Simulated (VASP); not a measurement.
The system is Mo.

```
Mo
1.0
    -1.56561    1.56561    1.56561
     1.56561   -1.56561    1.56561
     1.56561    1.56561   -1.56561
Mo
1
Direct
  0.00000 0.00000 0.00000
```

Base run:

| Quantity | Value |
| --- | --- |
| Program | VASP 6.6.1 |
| Functional | r2SCAN |
| Potentials or basis | VASP PAW PBE potentials, release 64 (Mo_sv) |
| Cutoff | 520 eV |
| k mesh | 18 × 18 × 18 |
| Occupations | gaussian, width 0.1 eV |
| Spin | no spin polarisation |

Its results: band gap on the k mesh none (metal or under the smearing width); pressure 6.4 GPa.

Question: The run is repeated on the same cell with these changes: functional from r2SCAN to PBEsol; cutoff from 520 eV to 700 eV. What comes out?

Answer: Band gap on the k mesh none (metal or under the smearing width); pressure 0.1 GPa.

Caveats: the PAW data sets were made with another functional, which shifts forces and pressure a little.

Not every run made on this cell is shown here.
